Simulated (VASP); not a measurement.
Crystal: Si2W.

```
Si W
1.0
    -1.60690    1.60690    3.91495
     1.60690   -1.60690    3.91495
     1.60690    1.60690   -3.91495
Si W
2 1
Direct
  0.33470 0.33470 0.00000
  0.66530 0.66530 0.00000
  0.00000 0.00000 0.00000
```

- Program: VASP 6.6.1
- Task: relaxation of cell and atoms
- Functional: PBE
- Dispersion: D3(BJ)
- Potentials or basis: VASP PAW PBE potentials, release 64 (Si, W_sv)
- Cutoff: 520 eV
- k mesh: 18 × 18 × 18
- Occupations: gaussian, width 0.1 eV
- Spin: no spin polarisation

At the start: pressure -3.7 GPa; volume 13.48 Å³/atom.

**Question.** Where does the relaxation end?

**Answer.** Over 13 steps the energy falls by 2.7 meV/atom and the volume is 13.26 Å³/atom (-1.6 %); space group I4/mmm (No. 139, to 0.05 Å).

Step by step:
```
step  energy change (eV)  largest force (eV/Å)  pressure (GPa)  volume (Å³)
   1              0.0000                0.0539           -3.66        40.44
   2              0.0167                0.1235            7.25        38.66
   3             -0.0077                0.0793            0.03        39.79
   4             -0.0077                0.0798            0.11        39.77
   5             -0.0080                0.0055            0.07        39.76
   6             -0.0080                0.0155            0.07        39.76
   7             -0.0080                0.0041           -0.10        39.79
   8             -0.0080                0.0027           -0.04        39.78
   9             -0.0080                0.0022           -0.04        39.78
  10             -0.0080                0.0010           -0.07        39.79
  11             -0.0080                0.0017           -0.05        39.78
  12             -0.0080                0.0016            0.04        39.77
  13             -0.0080                0.0002            0.00        39.77
```

Final structure:
```
Si W
1.0
    -1.59695    1.59695    3.89885
     1.59695   -1.59695    3.89885
     1.59695    1.59695   -3.89885
Si W
2 1
Direct
  0.33411 0.33411 0.00000
  0.66589 0.66589 0.00000
  0.00000 0.00000 0.00000
```

Caveat: pairwise dispersion overbinds metals, which lowers pressure and volume.
